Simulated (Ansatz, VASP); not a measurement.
# Al in two plane-wave programs

Aim: how closely do two programs agree when they are given the same cell, functional and k mesh? The structure shown is the start of the Ansatz relaxation below; VASP solves that cell, so the two are compared at the walk's first step.

Calculated with Ansatz 0.2.0; plane waves, with VASP 6.6.1 beside it; single point at PBE.

### Step 1. Set-up

The cell holds 5 atoms: 5 Al. Cell: a = 2.857 Å, b = 2.857 Å, c = 22.080 Å, α = 90.0°, β = 90.0°, γ = 90.0°. It derives from Al. Vacuum lies along c.

### Step 2. Ansatz: relaxation, PBE

Ansatz runs on its default PAW (the set named soft_2) files.

The two programs are compared at the cell with which this relaxation starts, whose forces are those of its first step.

Input file input.yaml:

```yaml
crystal:
  lattice:
    - [2.856711396, 0.0, 0.0]
    - [0.0, 2.856711396, 0.0]
    - [0.0, 0.0, 22.08]
  atoms:
    - { symbol: Al, position: [0.0, 0.0, 0.682971014] }
    - { symbol: Al, position: [0.5, 0.5, 0.591485507] }
    - { symbol: Al, position: [0.0, 0.0, 0.5] }
    - { symbol: Al, position: [0.5, 0.5, 0.408514493] }
    - { symbol: Al, position: [0.0, 0.0, 0.317028986] }
kpoints:
  mp_grid: { grid: [14, 14, 1] }
scf:
  occupations: { method: fermi_dirac, width: 0.05 }
  n_extra_bands: 12
hamiltonian:
  xc: pbe
  pseudopotentials: { kind: paw }
output:
  forces: true
  write_potential: true
  volumetric_format: []
  dos:
    projected: true
    de: 0.05
    e_range: [-30, 12]
    method: { smearing: { sigma: 0.1, scheme: gaussian } }
relax:
  f_tol: 0.03
  max_steps: 50
  constraints: [{ sites: [2] }]
```

Launch:

```console
$ ansatz run input.yaml --threads 4 --pin off --max-ram 12288MiB --backend cpu --events-out ev --progress --plain --runs-dir out
```

Numbers of over 12 decimals in the logs are rounded to 6 here.

Output:

```text
scf.n_extra_bands = 12 over 8 filled bands (N_el = 15.0): the run solves 20 bands
Engine: ansatz 0.2.0, aarch64-unknown-linux-gnu
Pseudopotentials: kind: paw
Pseudopotential: Al, paw, valence charge 3, recommended cutoff 420 eV (normal), Al.paw.azcp
Functional definition: PBE
  parameter kappa = 0.804
  parameter beta = 0.066725
  exchange = pbe_x(kappa = kappa, mu = beta*pi^2/3)
  correlation = pbe_c(beta = beta)
Crystal: 5 atoms, lattice volume = 180.190 Å³
Basis set: ecut = 420 eV, 3525 PW (Γ), exchange–correlation on 40×40×300 points (8 copies of the dense FFT grid, shifted against one another)
Bands: 20, of which v1, the nominal top of the filled ones, is band 8 counted from 1 (7 counted from 0)
Symmetry: 16 space group operations
Space group: P4/mmm (ITA 123), of the structure as read, at distance tolerance 5.6e-5 Å
k-points: 36 of 196
Non-local potential: Al, projectors of the file, l = 0: 2, l = 1: 2, l = 2: 1
PAW form: soft (Blöchl's): semilocal exchange-correlation on the pseudo side does not see the compensation charge
PAW one-centre angular grid: Al, 110 points (default); XC on 64 Gauss nodes
Initial density: superposition of atomic densities (neutral atoms: chi_scale 0, normalization atom), corrected by the library's trained network
Initial wavefunctions: pseudopotential atomic-orbital guess
Functional: x = pbe(κ = 0.804, μ = 0.219515), c = pbe(β = 0.066725)
SCF iter   1: F=—  HF=-2686.563488 eV  |F-HF|=—  |Δ(HF+E_count)|=         —  Δρ=1.03e-3  dr2=5.79e-3  ethr=1.77e-3  ⟨swp⟩=8.9  Hψ=5466  notcnv=0  defer=47
preconditioner: auto → LDOS  [metal: Δε(μ)=0.010 eV  Ē_g=8.665 eV  σ=0.050 eV  W_gap=0.05  n_scr=12 (ndim 8)  ℏωp=10.7 eV  f_vac=0.419  D(μ)=3.04/eV (n_scr^D=12)  β→1.0]
SCF iter   2: F=—  HF=-2686.563301 eV  |F-HF|=—  |Δ(HF+E_count)|=   1.87e-4  Δρ=4.10e-4  dr2=6.59e-4  ethr=3.86e-5  ⟨swp⟩=2.9  Hψ=1525  notcnv=0  defer=137
SCF iter   3: F=—  HF=-2686.563413 eV  |F-HF|=—  |Δ(HF+E_count)|=   1.12e-4  Δρ=1.15e-4  dr2=1.42e-4  ethr=4.40e-6  ⟨swp⟩=2.4  Hψ=917  notcnv=0  defer=137
iter 4 did not close the SCF: its close was put off for the readings that it lacked (scf_convergence_deferred on its scf_iter line)
SCF iter   4: F=-2686.563412 eV  HF=-2686.563408 eV  |F-HF|=3.49e-6  |Δ(HF+E_count)|=   4.79e-6  Δρ=3.15e-5  dr2=3.96e-6  ethr=9.45e-7  ⟨swp⟩=2.2  Hψ=780  notcnv=0  defer=136
iter 5 did not close the SCF: its close was put off for the readings that it lacked (scf_convergence_deferred on its scf_iter line)
SCF iter   5: F=-2686.563413 eV  HF=-2686.563413 eV  |F-HF|=3.03e-7  |Δ(HF+E_count)|=   4.89e-6  Δρ=6.45e-6  dr2=1.27e-7  ethr=2.64e-8  ⟨swp⟩=2.4  Hψ=986  notcnv=0  defer=136
SCF iter   6: F=-2686.563413 eV  HF=-2686.563413 eV  |F-HF|=2.59e-9  |Δ(HF+E_count)|=   3.27e-7  Δρ=1.51e-6  dr2=1.43e-8  ethr=8.45e-10  ⟨swp⟩=13.0  Hψ=5132  notcnv=0
SCF 1 converged in 6 iterations: F = -2686.563413 eV  dr2 = 1.43e-8
  greatest PAW one-centre occupation: 0.476 electrons in one spin orbital (limit 2), on the Al atom at site 4 (counted from 0), in its partial waves of l = 0
relax step   1: F+E_penalty+E_count = -2686.56341341 eV  Δ(F+E_penalty+E_count) = +0.000e0 eV  max|allowed force component| = 7.737e-2 eV/Å  Δτ_max = 0.0000 Å  (6 SCF iters, dr2 threshold 2.25e-5 eV, accepted)
[...]
relax step   2: F+E_penalty+E_count = -2686.56879148 eV  Δ(F+E_penalty+E_count) = -5.378e-3 eV  max|allowed force component| = 3.820e-2 eV/Å  Δτ_max = 0.0635 Å  (6 SCF iters, accepted)
[...]
relax step   3: F+E_penalty+E_count = -2686.56946328 eV  Δ(F+E_penalty+E_count) = -6.718e-4 eV  max|allowed force component| = 1.302e-2 eV/Å  Δτ_max = 0.0285 Å  (5 SCF iters, accepted)
NSCF: frozen V_eff on 36 k-points
the band table was solved once a step of the walk had ended and its energy, with any forces and stress, was formed, with the checks that follow a solve (5700 applications of the Hamiltonian). They found nothing against the state; the energy, forces and stress were not computed again (output.eigenvalues in the input reference)
WARN: The output density's exchange-correlation potential varies sharply where the density is thin. Do not read a vacuum level from v_tot or v_xc, or from such a field of the output density. On a cell that repeats whose density bears no net charge and no dipole along the vacuum's axis use v_es (v_loc + v_h of the components); under efield.dipole_correction with no amplitude use v_es + v_field, which holds any externa [...]
SCF converged after 5 iterations
Free energy (F): -2686.569463 eV
Harris-Foulkes:  -2686.569463 eV  (|F-HF|=9.69e-10)
Internal energy: -2686.546191 eV  (E = F + TS)
E sigma→0 (E₀):  -2686.557827 eV
Entropy (-TS):   -0.023272 eV (-4.654 meV/atom)
Fermi energy:    1.370545 eV
--- Per-component energies (eV) ---
  E_band       = -40.612118
  E_kinetic    = 107.625192
  E_local      = -2547.694791  (includes V_loc(G=0)·N_el)
  E_nonlocal   = 52.221909
  E_hartree    = 1252.770217
  E_xc         = -195.277095
  E_vxc        = -140.225252  (∫ρ·V_xc dr)
  E_paw        = -2336.387988  (= ΣΔE_a)
  E_vpaw       = -18.077050  (= ΣTr[D̂ρ^β])
  E_aug_tail   = -0.000011  (compensation charges beyond the density's cutoff)
  E_ewald      = 980.196375
  E_smearing   = -0.023272  (= −TS)
  E_closure    = -0.000000  (closes the sum)
  Σ components = -2686.569463   (vs F -2686.569463, Δ=0.00e0)
--- Forces (eV/Å), atoms counted from 1 ---
  atom   1  Al     0.00000000     0.00000000     0.00052432
  atom   2  Al     0.00000000     0.00000000    -0.01301671
  atom   3  Al    -0.00000000    -0.00000000     0.00000000
  atom   4  Al     0.00000000     0.00000000     0.01301671
  atom   5  Al     0.00000000     0.00000000    -0.00052432
  max |Σ_I F_I| component: 2.17e-19 eV/Å
--- Band table (eV; the first three rows and the last of 36) ---
  k-point 0: bands = [... 4 lower, -2.6704, -0.8007, 2.1851, 4.3444, 5.2462, 6.5172, 6.7208, 7.0635, ... 8 higher]
  k-point 1: bands = [... 4 lower, -2.5805, -0.7149, 2.2703, 4.4301, 5.3254, 5.3916, 6.1701, 6.6239, ... 8 higher]
  k-point 2: bands = [... 4 lower, -2.3115, -0.4578, 2.5058, 3.4233, 4.1644, 4.7445, 5.5444, 5.6177, ... 8 higher]
  k-point 35: bands = [... 4 lower, 0.1935, 0.2817, 0.9260, 1.0509, 1.0509, 1.3380, 2.4161, 2.6882, ... 8 higher]
--- Relaxed structure (3 steps of the walk, 3 accepted, 0 SCFs on fresh bases) ---
  F+E_penalty+E_count = -2686.56946328 eV   max|allowed force component| = 1.302e-2 eV/Å
  atoms:
    - { symbol: Al, position: [0, 0, 0.687137] }
    - { symbol: Al, position: [0.500000, 0.500000, 0.594008] }
    - { symbol: Al, position: [0.0, 0.0, 0.500000] }
    - { symbol: Al, position: [0.500000, 0.500000, 0.405992] }
    - { symbol: Al, position: [0, 0, 0.312863] }
```

### Step 3. VASP: single point, PBE, start cell

The same cell, functional, mesh and smearing now go to VASP, with its own data sets.

Lines of VASP's logs that name or quote its potential files are left out, and so is its time.

Input file INCAR:

```
SYSTEM = Al
PREC = Accurate
ENCUT = 400
EDIFF = 1E-06
NELM = 120
ISMEAR = -1
SIGMA = 0.05
LREAL = .FALSE.
ALGO = Normal
GGA = PE
NBANDS = 13
LORBIT = 11
LWAVE = .FALSE.
LCHARG = .FALSE.
ISIF = 2
LASPH = .TRUE.
GGA_COMPAT = .FALSE.
KPAR = 2
```

Input file POSCAR:

```
Al
1.0
    2.8567113960      0.0000000000      0.0000000000
    0.0000000000      2.8567113960      0.0000000000
    0.0000000000      0.0000000000     22.0800000000
Al
5
Direct
    0.0000000000      0.0000000000      0.6829710145
    0.5000000000      0.5000000000      0.5914855072
    0.0000000000      0.0000000000      0.5000000000
    0.5000000000      0.5000000000      0.4085144928
    0.0000000000      0.0000000000      0.3170289855
```

Input file KPOINTS:

```
Automatic mesh
0
Gamma
14 14 1
0 0 0
```

PAW data sets: Al (PBE family, release 64).

Launch:

```console
$ mpirun -np 2 vasp_std
```

Output:

```text
[banner, memory and clock lines left out]
running    2 mpi-ranks, on    1 nodes
 distrk:  each k-point on    1 cores,    2 groups
 distr:  one band on    1 cores,    1 groups

 POSCAR found type information on POSCAR Al
 POSCAR found :  1 types and       5 ions
 LDA part: xc-table for (Slater+PW92), standard interpolation
 POSCAR, INCAR and KPOINTS ok, starting setup
 FFT: planning ... GRIDC
 FFT: planning ... GRID_SOFT
 FFT: planning ... GRID
 WAVECAR not read
 entering main loop
       N       E                     dE             d eps       ncg     rms          rms(c)
DAV:   1     0.311464955622E+02    0.31146E+02   -0.40528E+03   936   0.656E+02
DAV:   2    -0.163241756492E+02   -0.47471E+02   -0.42877E+02  1249   0.114E+02
DAV:   3    -0.184314176678E+02   -0.21072E+01   -0.20339E+01  1292   0.249E+01
DAV:   4    -0.185050399166E+02   -0.73622E-01   -0.73454E-01  1409   0.574E+00
DAV:   5    -0.185088021268E+02   -0.37622E-02   -0.37619E-02  1549   0.112E+00    0.319E+00
DAV:   6    -0.179682103578E+02    0.54059E+00   -0.19732E+00  1114   0.766E+00    0.192E+00
DAV:   7    -0.178333084362E+02    0.13490E+00   -0.40435E-01  1026   0.437E+00    0.117E+00
DAV:   8    -0.177830248451E+02    0.50284E-01   -0.15192E-01  1114   0.189E+00    0.301E-01
DAV:   9    -0.177823247503E+02    0.70009E-03   -0.12485E-02  1130   0.644E-01    0.179E-01
DAV:  10    -0.177807840760E+02    0.15407E-02   -0.19954E-03  1192   0.250E-01    0.795E-02
DAV:  11    -0.177800761280E+02    0.70795E-03   -0.82805E-04  1152   0.135E-01    0.356E-02
DAV:  12    -0.177798420448E+02    0.23408E-03   -0.27408E-04  1079   0.861E-02    0.270E-02
DAV:  13    -0.177798384500E+02    0.35949E-05   -0.27702E-04  1091   0.712E-02    0.148E-02
DAV:  14    -0.177798684407E+02   -0.29991E-04   -0.60073E-05  1041   0.389E-02    0.676E-03
DAV:  15    -0.177800733605E+02   -0.20492E-03   -0.19160E-05  1099   0.218E-02    0.540E-03
DAV:  16    -0.177801966652E+02   -0.12330E-03   -0.14856E-05  1127   0.167E-02    0.309E-03
DAV:  17    -0.177802301364E+02   -0.33471E-04   -0.30694E-06  1054   0.795E-03    0.285E-03
DAV:  18    -0.177802905083E+02   -0.60372E-04   -0.95220E-06   957   0.826E-03    0.421E-04
DAV:  19    -0.177802959643E+02   -0.54560E-05   -0.53791E-07   918   0.241E-03    0.472E-04
DAV:  20    -0.177802970065E+02   -0.10422E-05   -0.36940E-08   766   0.985E-04    0.409E-04
DAV:  21    -0.177802974311E+02   -0.42465E-06   -0.19240E-08   726   0.660E-04
   1 F= -.17780297E+02 E0= -.17768395E+02  d E =-.238040E-01
```

From OUTCAR (step 3):

```text
ion  position               nearest neighbor table
   1  0.000  0.000  0.683-   2 2.86   2 2.86   2 2.86   2 2.86
   2  0.500  0.500  0.591-   3 2.86   3 2.86   3 2.86   3 2.86   1 2.86   1 2.86   1 2.86   1 2.86

  LATTYP: Found a simple tetragonal cell.
 ALAT       =     2.8567113960
 C/A-ratio  =     7.7291671924

 Subroutine GETGRP returns: Found 16 space group operations
 (whereof 16 operations were pure point group operations)

The static configuration has the point symmetry D_4h.

 Found     36 irreducible k-points:

   k-points           NKPTS =     36   k-points in BZ     NKDIM =     36   number of bands    NBANDS=     13

   dimension x,y,z NGX =    20 NGY =   20 NGZ =  144
   dimension x,y,z NGXF=    40 NGYF=   40 NGZF=  288

   ENCUT  =  400.0 eV  29.40 Ry    5.42 a.u.   4.66  4.66 36.01*2*pi/ulx,y,z

   NELECT =      15.0000    total number of electrons

 k-points in reciprocal lattice and weights: Automatic mesh
   0.00000000  0.00000000  0.00000000       0.005
   0.07142857  0.00000000  0.00000000       0.020
   0.14285714  0.00000000  0.00000000       0.020
   0.21428571  0.00000000  0.00000000       0.020
   0.28571429  0.00000000  0.00000000       0.020
   0.35714286  0.00000000  0.00000000       0.020
   0.42857143  0.00000000  0.00000000       0.020
   0.50000000  0.00000000  0.00000000       0.010
   0.07142857  0.07142857  0.00000000       0.020
[...]
0.50000000  0.42857143  0.00000000       0.020
   0.50000000  0.50000000  0.00000000       0.005

 average (electrostatic) potential at core
       1 -79.2334       2 -79.2156       3 -79.2169       4 -79.2156       5 -79.2334

 E-fermi :   1.3898

 k-point     1 :       0.0000    0.0000    0.0000
  band No.  band energies     occupation
    ...
      2      -8.4821      2.00000
      3      -6.9894      2.00000
      4      -5.0072      2.00000
      5      -2.5504      2.00000
      6      -0.6874      2.00000
      7       2.4159      0.00000
      8       4.4902      0.00000
      9       5.3075      0.00000
     10       6.6222      0.00000
     11       6.7820      0.00000
    ...

 k-point     2 :       0.0714    0.0000    0.0000
  band No.  band energies     occupation
    ...
      2      -8.3903      2.00000
      3      -6.8983      2.00000
      4      -4.9171      2.00000
      5      -2.4608      2.00000
      6      -0.6018      2.00000
      7       2.4997      0.00000
      8       4.5755      0.00000
      9       5.2515      0.00000
     10       5.4094      0.00000
     11       6.1017      0.00000
    ...

 k-point     3 :       0.1429    0.0000    0.0000
  band No.  band energies     occupation
    ...
      2      -8.1151      2.00000
      3      -6.6255      2.00000
      4      -4.6470      2.00000
      5      -2.1925      2.00000
      6      -0.3452      2.00000
      7       2.7008      0.00000
      8       3.3401      0.00000
      9       4.0995      0.00000
     10       4.8824      0.00000
     11       5.5275      0.00000
    ...

  Total       -1.5655590     -1.5655590      0.5618374      0.0000000      0.0000000     -0.0000000
  in kB      -13.9202875    -13.9202875      4.9956201      0.0000000      0.0000000     -0.0000000
  external PRESSURE =      -7.6149850 kB  Pullay stress =       0.0000000 kB

  energy-cutoff  :      400.00
  volume of cell :      180.19
      direct lattice vectors                 reciprocal lattice vectors
     2.856711396  0.000000000  0.000000000     0.350052862  0.000000000  0.000000000
     0.000000000  2.856711396  0.000000000     0.000000000  0.350052862  0.000000000
     0.000000000  0.000000000 22.080000000     0.000000000  0.000000000  0.045289855

 POSITION                                       TOTAL-FORCE (eV/Angst)
 -----------------------------------------------------------------------------------
      0.00000      0.00000     15.08000         0.000000     -0.000000      0.076343
      1.42836      1.42836     13.06000        -0.000000      0.000000     -0.010295
      0.00000      0.00000     11.04000         0.000000     -0.000000     -0.000000
      1.42836      1.42836      9.02000         0.000000      0.000000      0.010295
      0.00000      0.00000      7.00000         0.000000     -0.000000     -0.076343
 -----------------------------------------------------------------------------------
    total drift:                               -0.000000     -0.000000      0.000000

  FREE ENERGIE OF THE ION-ELECTRON SYSTEM (eV)
  ---------------------------------------------------
  free  energy   TOTEN  =       -17.7802974311 eV

  energy  without entropy=      -17.7564934209  energy(sigma->0) =      -17.76839543

 total charge
# of ion       s       p       d       tot
------------------------------------------
    1        0.467   0.296   0.000   0.763
    2        0.430   0.340   0.000   0.769
    3        0.432   0.337   0.000   0.769
    4        0.430   0.340   0.000   0.769
    5        0.467   0.296   0.000   0.763
--------------------------------------------------
tot          2.226   1.607   0.000   3.833

[... 3 further parts left out ...]
```

This run has no spin polarisation. Its electron count is odd, so without a moment it is a metal by construction.

### Step 4. Side by side

Known differences besides the potentials themselves: the cutoff is 420 eV in Ansatz and 400 eV in VASP. Total energies have different zeros and are not compared.

Forces (eV/Å; atoms numbered as in POSCAR):

```csv
atom,"Ansatz x, y, z","VASP x, y, z"
Al1,"0.000, 0.000, 0.077","0.000, 0.000, 0.076"
Al2,"0.000, 0.000, -0.011","0.000, 0.000, -0.010"
Al3,"0.000, 0.000, 0.000","0.000, 0.000, 0.000"
Al4,"0.000, 0.000, 0.011","0.000, 0.000, 0.010"
Al5,"0.000, 0.000, -0.077","0.000, 0.000, -0.076"
```

The forces differ by 0.4 meV/Å r.m.s., which is 1.4 % of the r.m.s. force of 0.028 eV/Å (both taken over all components). With vacuum in the cell, a pressure given here is an average over mostly empty space and none of the material.

### Step 5. Results

```yaml
r_m_s_force_difference_single_point_pbe_start_cell: 0.38 meV/Å
```

In words: The r.m.s. force difference is 0.38 meV/Å (single point, PBE, start cell), within the 12 meV/Å picked in this series as the mark of a large difference. 1 further run of this series is not shown here. Such differences can come from data sets, numerical settings and the points named under the comparisons, not from the functional's error against experiment.

[Lines on the potential files, build, host, timing and source positions are cut from VASP's logs without a mark.]

[Logs are printed without paths, hosts, clocks, repeated set-up lines and the standing remarks that a program may print on its own settings, such as how far it seeks lower states.]

[Hosts, paths, dates, database ids (printed as entryN), source tags and the programs' standing remarks are cut or masked in the printed files.]
